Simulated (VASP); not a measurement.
## A VASP study of CuAu (Tetraauricupride) (rev-vdW-DF2): structure first, properties next

What structure does CuAu (Tetraauricupride) take at this level, and what are its properties? The steps: relaxing cell and atoms (rev-vdW-DF2), second relaxation, single point with fields (rev-vdW-DF2), bands along the symmetry lines (rev-vdW-DF2), density of states (rev-vdW-DF2) and electric field gradients (rev-vdW-DF2). The start is a cell from a database of measured crystal structures.

Calculated with VASP 6.6.1; rev-vdW-DF2; plane waves and PAW (Cu, Au).

This is a report of a sequence of runs, with most program output left out.

## 1. Starting point

Before any relaxation, the start is as follows. The structure is tetragonal, space group P4/mmm (No. 123). Conventional cell: a = 2.800 Å, b = 2.800 Å, c = 3.670 Å, α = 90.00°, β = 90.00°, γ = 90.00°. Nearest to Cu lie 8 Au at 2.70 Å and 4 Cu at 2.80 Å. Nearest to Au lie 8 Cu at 2.70 Å and 4 Au at 2.80 Å. Farther neighbours are not listed.

## 2. Relaxing cell and atoms (rev-vdW-DF2)

The start need not lie at this functional's minimum. ISIF = 3 frees volume, shape and positions, and EDIFFG sets the threshold on forces and stress at which the search stops. rev-vdW-DF2 revises the exchange of vdW-DF2 for solids. LUSE_VDW switches on a nonlocal correlation term for dispersion.

INCAR reads:

```
SYSTEM = CuAu
PREC = Accurate
ENCUT = 400
EDIFF = 1E-06
NELM = 100
ISMEAR = 1
SIGMA = 0.2
LREAL = .FALSE.
ALGO = Normal
GGA = MK
AGGAC = 0
LUSE_VDW = .TRUE.
PARAM1 = 0.1234
PARAM2 = 0.711357
ZAB_VDW = -1.8867
LASPH = .TRUE.
NBANDS = 17
LORBIT = 11
LWAVE = .FALSE.
LCHARG = .FALSE.
KPAR = 2
IBRION = 2
NSW = 60
ISIF = 3
EDIFFG = -0.01
```

POSCAR reads:

```
CuAu
1.0
    2.8000000000      0.0000000000      0.0000000000
    0.0000000000      2.8000000000      0.0000000000
    0.0000000000      0.0000000000      3.6700000000
Cu Au
1 1
Direct
    0.5000000000      0.5000000000      0.5000000000
    0.0000000000      0.0000000000      0.0000000000
```

KPOINTS reads:

```
Automatic mesh
0
Gamma
7 7 5
0 0 0
```

Potentials, in the order of the species: Cu and Au (PBE family, release 64).

Command:

```console
$ mpirun -np 2 vasp_std
```

It took 37 s on 2 MPI ranks of Intel Xeon 6975P-C (Granite Rapids), shared host; peak memory 0.46 GiB.

The k-mesh is coarse for a metal. The PAW data sets were made with PBE, which is usual practice but a small mismatch for other functionals. The run keeps the 16 symmetry operations of its start, so it cannot find a distortion of lower symmetry.

Relaxation path:

```csv
step,energy less that of the first step (eV),largest force (eV/Å),pressure (GPa),volume (Å³)
1,0.0000,0.0000,2.56,28.77
2,-0.0003,0.0000,-2.61,29.74
3,-0.0041,0.0000,-0.14,29.26
4,-0.0041,0.0000,-0.10,29.25
5,-0.0046,0.0000,-0.06,29.24
6,-0.0053,0.0000,0.08,29.20
7,-0.0054,0.0000,0.08,29.18
```

```csv
"conventional cell, symmetrised",before,after,change
a (Å),2.800,2.837,+1.3 %
b (Å),2.800,2.837,+1.3 %
c (Å),3.670,3.626,-1.2 %
volume (Å³/atom),14.39,14.59,+1.4 %
```

The relaxed structure:

```xyz
2
Lattice="2.8367 0.0000 0.0000 0.0000 2.8367 0.0000 0.0000 0.0000 3.6262" Properties=species:S:1:pos:R:3 pbc="T T T"
Cu    1.4184    1.4184    1.8131
Au    0.0000    0.0000    0.0000
```

This step gave:

- electrons: 22
- bands: 17
- irreducible k-points: 30
- symmetry operations: 16
- free energy (TOTEN): -2.386 eV
- energy at zero smearing: -2.386 eV
- Fermi energy: 8.606 eV
- pressure: 0.07524 GPa
- metallic: yes
- SCF cycles over all ionic steps: 54

It ends with forces that vanish by symmetry and a pressure of 0.08 GPa. The volume lies +1.4 % from that of the database's start.

## 3. Second relaxation

The basis stayed that of the start cell while the cell moved. A rerun from the cell reached resets it; the error of the finite cutoff stays.

INCAR is that of step 2.

POSCAR reads:

```
CuAu
1.0
    2.8367197778      0.0000000000      0.0000000000
    0.0000000000      2.8367197778      0.0000000000
    0.0000000000      0.0000000000      3.6261548694
Cu Au
1 1
Direct
    0.5000000000      0.5000000000      0.5000000000
    0.0000000000      0.0000000000      0.0000000000
```

KPOINTS is that of step 2.

Command:

```console
$ mpirun -np 2 vasp_std
```

Wall time 9.8 s (2 MPI ranks); peak memory 0.47 GiB.

Little changed from the start: no atom moved by 0.005 Å and no cell edge by 0.1 %.

This step gave:

```
free energy (TOTEN)             : -2.387 eV
energy at zero smearing         : -2.387 eV
pressure                        : 0.05895 GPa
SCF cycles over all ionic steps : 13
```

It ends with forces that vanish by symmetry and a pressure of 0.06 GPa. The volume moved by under 0.01 %: the run met its threshold at the first step.

## 4. Single point with fields (rev-vdW-DF2)

The relaxed cell gets a fresh self-consistent run, on a basis set for its own volume, to fix the density and to check the remaining stress.

Changes to INCAR since step 3:

```diff
@@ -19,7 +19,5 @@
 LWAVE = .FALSE.
-LCHARG = .FALSE.
-KPAR = 2
-IBRION = 2
-NSW = 60
-ISIF = 3
-EDIFFG = -0.01
+LCHARG = .TRUE.
+ISIF = 2
+LELF = .TRUE.
+LVHAR = .TRUE.
```

POSCAR is that of step 3.

KPOINTS is that of step 3.

Command:

```console
$ mpirun -np 2 vasp_std
```

Wall time 7.4 s (2 MPI ranks); peak memory 0.4 GiB.

Numbers from this step:

| Property | Result |
| --- | --- |
| SCF cycles | 13 |
| bands | 18 |
| pressure | 0.06496 GPa |

Valence electrons inside each PAW sphere by angular momentum. Sphere charges, by row:

```csv
atom,s (e),p (e),d (e),tot (e)
Cu1,0.38,0.321,9.236,9.937
Au2,0.609,0.414,8.704,9.728
```

ELF in the ac plane at fractional y = 0.000, with atoms of Au within 0.2 Å of it. It is the smooth field of the valence electrons, not physical close to the nuclei.

Ten even steps from '_' (0.00) to '@' (0.38):
```
______::##@@##****##@@##::____
____..==%%@@##****##@@%%==..__
::--++##@@%%********%%@@##++--
####%%@@@@##********##@@@@%%##
@@@@@@%%##************##%%@@@@
%%%%####******++++******####%%
********++++++++++++++++******
++++++++++++++++++++++++++++++
==========++++++++++++========
==========++++++++++++========
++++++++++++++++++++++++++++++
********++++++++++++++++******
%%%%####******++++******####%%
@@@@@@%%##************##%%@@@@
####%%@@@@##********##@@@@%%##
::--++##@@%%********%%@@##++--
____..==%%@@##****##@@%%==..__
______::##@@##****##@@##::____
@@____::**@@%%****%%@@**::____
```
Columns run along a (2.8 Å), rows up along c (3.6 Å). Atoms in or near the plane, at fractional coordinates: Au at (0.00, 0.00).

Valence density in the ac plane at fractional y = 0.000, with atoms of Au within 0.2 Å of it. It is the smooth field of the valence electrons, not physical close to the nuclei.

Values in e/Å³, 17 rows by 15 columns, each cell a mean:
```
4.3 3.9 3.2 2.3 1.5 0.8 0.4 0.3 0.3 0.4 0.8 1.5 2.3 3.2 3.9
3.3 3.0 2.5 1.8 1.1 0.6 0.4 0.3 0.3 0.4 0.6 1.1 1.8 2.5 3.0
2.3 2.1 1.7 1.2 0.8 0.4 0.3 0.2 0.2 0.3 0.4 0.8 1.2 1.7 2.1
1.3 1.2 1.0 0.7 0.5 0.3 0.2 0.2 0.2 0.2 0.3 0.5 0.7 1.0 1.2
0.6 0.6 0.5 0.4 0.3 0.2 0.2 0.2 0.2 0.2 0.2 0.3 0.4 0.5 0.6
0.3 0.3 0.3 0.2 0.2 0.2 0.2 0.2 0.2 0.2 0.2 0.2 0.2 0.3 0.3
0.2 0.2 0.2 0.2 0.2 0.2 0.2 0.2 0.2 0.2 0.2 0.2 0.2 0.2 0.2
0.1 0.1 0.1 0.1 0.1 0.2 0.2 0.2 0.2 0.2 0.2 0.1 0.1 0.1 0.1
0.1 0.1 0.1 0.1 0.1 0.2 0.2 0.2 0.2 0.2 0.2 0.1 0.1 0.1 0.1
0.2 0.2 0.2 0.2 0.2 0.2 0.2 0.2 0.2 0.2 0.2 0.2 0.2 0.2 0.2
0.3 0.3 0.3 0.2 0.2 0.2 0.2 0.2 0.2 0.2 0.2 0.2 0.2 0.3 0.3
0.6 0.5 0.5 0.4 0.3 0.2 0.2 0.2 0.2 0.2 0.2 0.3 0.4 0.5 0.5
1.2 1.1 0.9 0.7 0.4 0.3 0.2 0.2 0.2 0.2 0.3 0.4 0.7 0.9 1.1
2.2 2.0 1.7 1.2 0.7 0.4 0.3 0.2 0.2 0.3 0.4 0.7 1.2 1.7 2.0
3.2 3.0 2.4 1.8 1.1 0.6 0.4 0.3 0.3 0.4 0.6 1.1 1.8 2.4 3.0
4.2 3.8 3.1 2.3 1.5 0.8 0.4 0.3 0.3 0.4 0.8 1.5 2.3 3.1 3.8
4.8 4.3 3.4 2.5 1.6 0.9 0.5 0.3 0.3 0.5 0.9 1.6 2.5 3.4 4.3
```
Columns run along a (2.8 Å), rows up along c (3.6 Å). Atoms in or near the plane, at fractional coordinates: Au at (0.00, 0.00).

Electrostatic potential energy in the ac plane at fractional y = 0.000, with atoms of Au within 0.2 Å of it. With pseudopotentials it is smooth inside the atoms' cores, unlike the true potential.

Ten even steps from '_' (-66 eV) to '@' (3 eV):
```
______::==##@@@@@@@@##==::____
____..--++##@@@@@@@@##++--..__
..::--==**%%@@@@@@@@%%**==--::
====++**%%@@@@@@@@@@@@%%**++==
######%%@@@@@@@@@@@@@@@@%%####
@@@@@@@@@@@@@@@@@@@@@@@@@@@@@@
@@@@@@@@@@@@@@@@@@@@@@@@@@@@@@
@@@@@@@@@@@@@@@@@@@@@@@@@@@@@@
@@@@@@@@@@@@@@@@@@@@@@@@@@@@@@
@@@@@@@@@@@@@@@@@@@@@@@@@@@@@@
@@@@@@@@@@@@@@@@@@@@@@@@@@@@@@
@@@@@@@@@@@@@@@@@@@@@@@@@@@@@@
@@@@@@@@@@@@@@@@@@@@@@@@@@@@@@
######%%@@@@@@@@@@@@@@@@%%####
====++**%%@@@@@@@@@@@@%%**++==
..::--==**%%@@@@@@@@%%**==--::
____..--++##@@@@@@@@##++--..__
______::==##@@@@@@@@##==::____
______..==**%%@@@@%%**==..____
```
Columns run along a (2.8 Å; values clipped at the 3rd and 97th percentile), rows up along c (3.6 Å). Atoms in or near the plane, at fractional coordinates: Au at (0.00, 0.00).

In this run the pressure is 0.06 GPa, small enough to go on.

## 5. Bands along the symmetry lines (rev-vdW-DF2)

Levels along the symmetry lines show where the bands peak and cross; KPOINTS_OPT computes them in the converged potential.

Changes to INCAR since step 4:

```diff
@@ -16,8 +16,6 @@
 LASPH = .TRUE.
-NBANDS = 17
+NBANDS = 23
 LORBIT = 11
 LWAVE = .FALSE.
-LCHARG = .TRUE.
-ISIF = 2
-LELF = .TRUE.
-LVHAR = .TRUE.
+LCHARG = .FALSE.
+KPAR = 2
```

POSCAR is that of step 4.

KPOINTS is that of step 4.

KPOINTS_OPT reads:

```
Line mode
16
Line-mode
Reciprocal
  0.00000000   0.00000000   0.00000000 GAMMA
  0.00000000   0.50000000   0.00000000 X

  0.00000000   0.50000000   0.00000000 X
  0.50000000   0.50000000   0.00000000 M

  0.50000000   0.50000000   0.00000000 M
  0.00000000   0.00000000   0.00000000 GAMMA

  0.00000000   0.00000000   0.00000000 GAMMA
  0.00000000   0.00000000   0.50000000 Z

  0.00000000   0.00000000   0.50000000 Z
  0.00000000   0.50000000   0.50000000 R

  0.00000000   0.50000000   0.50000000 R
  0.50000000   0.50000000   0.50000000 A

  0.50000000   0.50000000   0.50000000 A
  0.00000000   0.00000000   0.50000000 Z

  0.00000000   0.50000000   0.00000000 X
  0.00000000   0.50000000   0.50000000 R

  0.50000000   0.50000000   0.00000000 M
  0.50000000   0.50000000   0.50000000 A
```

Command:

```console
$ mpirun -np 2 vasp_std
```

Elapsed: 17 s, on 2 MPI ranks; peak memory 0.47 GiB; 31 s of CPU time.

Spin-orbit coupling is off here; with elements this heavy it splits and shifts levels by tenths of an eV or more.

This step gave:

```yaml
bands: 23
pressure: 0.1216 GPa
```

Electronic bands along the path, in eV, zero at the Fermi level; # counts the bands kept:

```csv
point,#8,#9,#10,#11,#12,#13,#14,#15
Γ,-2.17,-1.76,-1.53,-1.53,2.45,8.38,9.64,9.64
0.47 of the way,-2.51,-2.16,-2.13,-1.79,4.51,5.04,8.91,11.60
X,-3.02,-2.49,-2.28,-1.00,-0.34,9.69,9.73,11.51
0.53 of the way,-2.05,-1.81,-1.77,-0.42,-0.04,8.62,9.73,10.68
M,-1.75,-1.41,-1.41,0.52,0.52,4.80,6.58,10.23
0.47 of the way,-2.38,-2.34,-2.03,-1.47,4.79,5.94,7.58,9.84
Γ,-2.17,-1.76,-1.53,-1.53,2.45,8.38,9.64,9.64
0.47 of the way,-2.34,-1.91,-1.91,-1.88,-0.48,10.92,10.92,12.35
Z,-2.85,-2.42,-2.42,-2.36,-2.08,14.23,14.37,14.37
0.53 of the way,-2.77,-1.81,-1.79,-1.73,-1.57,7.38,7.72,15.38
R,-1.82,-1.63,-1.58,-1.02,-1.01,2.54,4.36,15.77
0.53 of the way,-2.36,-2.03,-1.85,2.53,2.56,2.87,4.43,10.40
A,-2.20,-1.79,-1.74,5.11,5.47,5.47,5.81,6.78
0.53 of the way,-2.39,-2.38,-2.34,-0.71,-0.14,8.84,9.23,9.39
Z,-2.85,-2.42,-2.42,-2.36,-2.08,14.23,14.37,14.37
jump to X,-3.02,-2.49,-2.28,-1.00,-0.34,9.69,9.73,11.51
0.47 of the way,-2.81,-1.97,-1.96,-0.97,-0.40,5.39,6.55,15.14
R,-1.82,-1.63,-1.58,-1.02,-1.01,2.54,4.36,15.77
jump to M,-1.75,-1.41,-1.41,0.52,0.52,4.80,6.58,10.23
0.47 of the way,-1.94,-1.79,-1.75,2.47,2.47,4.98,5.88,9.92
A,-2.20,-1.79,-1.74,5.11,5.47,5.47,5.81,6.78
```

Of the projections kept (Cu, Au), the largest for each band there; the rest of the weight can lie on other orbitals:

```csv
point,#8,#9,#10,#11,#12,#13,#14,#15
Γ,Cu 0.82,Cu 0.78,Cu 0.74,Cu 0.74,Au 0.53,Au 0.53,Cu 0.53,Cu 0.53
X,Cu 0.99,Cu 0.99,Cu 1.00,Cu 0.93,Au 0.94,Cu 0.64,Au 0.68,Cu 0.62
M,Cu 1.00,Cu 0.75,Cu 0.75,Au 0.55,Au 0.55,Au 0.78,Cu 0.68,Cu 1.00
Γ,Cu 0.82,Cu 0.78,Cu 0.74,Cu 0.74,Au 0.53,Au 0.53,Cu 0.53,Cu 0.53
Z,Au 1.00,Cu 0.99,Cu 0.99,Cu 0.98,Cu 1.00,Cu 1.00,Au 0.77,Au 0.77
R,Cu 0.95,Cu 0.80,Cu 0.71,Cu 0.56,Au 0.68,Au 0.71,Cu 0.60,Au 0.73
```

There is no gap at this level.

## 6. Density of states (rev-vdW-DF2)

Here the states are counted by energy and projected on the atoms. The mesh is finer than in the run before.

Changes to INCAR since step 5:

```diff
@@ -5,3 +5,3 @@
 NELM = 100
-ISMEAR = 1
+ISMEAR = -5
 SIGMA = 0.2
@@ -21 +21,2 @@
 KPAR = 2
+NEDOS = 2001
```

POSCAR is that of step 5.

KPOINTS reads:

```
Automatic mesh
0
Gamma
10 10 8
0 0 0
```

Command:

```console
$ mpirun -np 2 vasp_std
```

Run time: 19 s. Hardware: 2 MPI ranks; peak memory 0.53 GiB; 34 s of CPU time.

With tetrahedra the forces and stress of a metal are not exact derivatives of the energy.

Numbers from this step:

| Item | Value |
| --- | --- |
| SCF cycles | 15 |
| irreducible k-points | 105 |
| free energy (TOTEN) | -2.362 eV |
| Fermi energy | 8.660 eV |
| pressure | 0.2405 GPa |
| DOS at the Fermi level | 0.5949 states/eV/cell |

The density of states has structure finer than the step of the table below, so its rows give means over 1 eV, whole bins alone (the curve runs from -11.9 to 7.92 eV). Peaks (eV: height): total -5.7: 5.42, -4.1: 5.53, -2.8: 6.81, -2.3: 8.90; Cu d -2.8: 5.30, -2.3: 7.48, -1.9: 6.57; Au d -6.4: 1.87, -5.7: 3.52, -5.4: 2.84, -4.1: 3.90; Au p -5.7: 0.0768, -2.8: 0.125, 3.3: 0.0793, 6.0: 0.102; Cu p -5.7: 0.139, -5.4: 0.106, -4.8: 0.0702, 0.8: 0.0628.

States under -11.9 eV and over 7.9 eV are left out. The density of states by energy, zero at the Fermi level; means over each step; values in states/eV/cell:

```csv
energy (eV),total,Cu d,Au d,Au p,Cu p,Au s,Cu s
-11,0,0,0,0,0,0,0
-10,0.0111,9.9e-6,5.0e-5,8.0e-5,5.7e-5,0.00417,0.00227
-9,0.149,4.5e-4,0.00330,0.00303,0.00276,0.0529,0.0274
-8,0.325,0.00390,0.0323,0.0103,0.0116,0.103,0.0445
-7,1.17,0.0520,0.510,0.0272,0.0291,0.155,0.101
-6,3.11,0.246,2.04,0.0518,0.0622,0.0918,0.0964
-5,2.99,0.362,2.06,0.0538,0.0637,0.0499,0.0141
-4,3.22,0.594,2.14,0.0606,0.0376,0.0626,0.0155
-3,3.81,2.64,0.652,0.104,0.0409,0.0225,0.0284
-2,6.25,4.89,1.08,0.0358,0.0236,0.0189,0.0167
-1,0.722,0.376,0.126,0.0499,0.0285,0.0257,0.0274
0,0.588,0.148,0.139,0.0615,0.0506,0.0452,0.0232
1,0.574,0.0958,0.127,0.0748,0.0613,0.0493,0.0268
2,0.497,0.0670,0.0884,0.0774,0.0586,0.0394,0.0320
3,0.481,0.0571,0.0728,0.0752,0.0546,0.0533,0.0366
4,0.449,0.0499,0.0611,0.0664,0.0425,0.0662,0.0422
5,0.617,0.0507,0.0832,0.0788,0.0565,0.0712,0.103
6,0.758,0.0552,0.0870,0.0969,0.0812,0.0921,0.119
7,0.633,0.0431,0.0712,0.0866,0.0787,0.0590,0.0955
```

The finer mesh and the other smearing move the Fermi level by +0.05 eV from the 7×7×5 run, one measure of the sampling error in the zero of the bands above. Of the states within 0.3 eV of the Fermi level, the largest shares in the PAW spheres are Au d 25 %, Cu d 24 % and Au p 10 %. The rest lies in smaller channels or between the spheres.

## 7. Electric field gradients (rev-vdW-DF2)

Field gradients probe how far the charge around each nucleus departs from cubic symmetry; LASPH keeps the non-spherical terms inside the spheres.

Changes to INCAR since step 6:

```diff
@@ -3,5 +3,5 @@
 ENCUT = 400
-EDIFF = 1E-06
+EDIFF = 1E-07
 NELM = 100
-ISMEAR = -5
+ISMEAR = 1
 SIGMA = 0.2
@@ -16,3 +16,3 @@
 LASPH = .TRUE.
-NBANDS = 23
+NBANDS = 17
 LORBIT = 11
@@ -21,2 +21,2 @@
 KPAR = 2
-NEDOS = 2001
+LEFG = .TRUE.
```

POSCAR is that of step 6.

KPOINTS reads:

```
Automatic mesh
0
Gamma
7 7 5
0 0 0
```

Command:

```console
$ mpirun -np 2 vasp_std
```

The job ended after 12 s (2 MPI ranks; peak memory 0.46 GiB; 21 s of CPU time).

This step gave:

```
SCF cycles           : 14
bands                : 17
irreducible k-points : 30
free energy (TOTEN)  : -2.387 eV
Fermi energy         : 8.606 eV
pressure             : 0.1448 GPa
```

Electric field gradients, by row:

```csv
atom,Vxx (V/Å²),Vyy (V/Å²),Vzz (V/Å²),asymmetry
Cu1,5.807,5.807,-11.61,0
Au2,-44.49,-44.49,88.98,0
```

The largest gradient, 88.98 V/Å², sits on Au2; times the quadrupole moment of a nucleus that has one, it gives the coupling that NMR and NQR see.

## 8. Results

```
relaxed volume                            : 14.59 Å³/atom
relaxed conventional cell a, b, c         : 2.837, 2.837, 3.626 Å
space group after relaxing, within 0.02 Å : P4/mmm (No. 123)
band gap                                  : none, a metal
DOS at the Fermi level                    : 0.595 states/eV/cell
largest field gradient Vzz                : 88.98 V/Å² on Au2
```

In words: With rev-vdW-DF2, CuAu (Tetraauricupride) relaxes to 14.59 Å³/atom in space group P4/mmm (held by the symmetry of the run) and comes out as a metal. Against the listed cell the volume lies +1.4 % (a +1.3 %, c -1.2 %). Bands along the symmetry lines (rev-vdW-DF2): Of the bands kept, 2 cross the Fermi level on this path. Spin-orbit coupling is left out, and with elements this heavy it would split and shift bands near the Fermi level. The k-sampling is coarse for a metal, so the Fermi level, pressures and the shape of the cell carry errors. No search among competing phases was made, and a listed structure need not be the one stable at ambient conditions. All values are for a static lattice at zero temperature.

[Lines on the potential files, build, host, timing and source positions are cut from VASP's logs without a mark.]

[Logs are printed without paths, hosts, clocks, repeated set-up lines and the standing remarks that a program may print on its own settings, such as how far it seeks lower states.]

[Hosts, paths, dates, database ids (printed as entryN), source tags and the programs' standing remarks are cut or masked in the printed files.]

[A measured line is paired with the nearest computed mode of its activity, which favours agreement.]
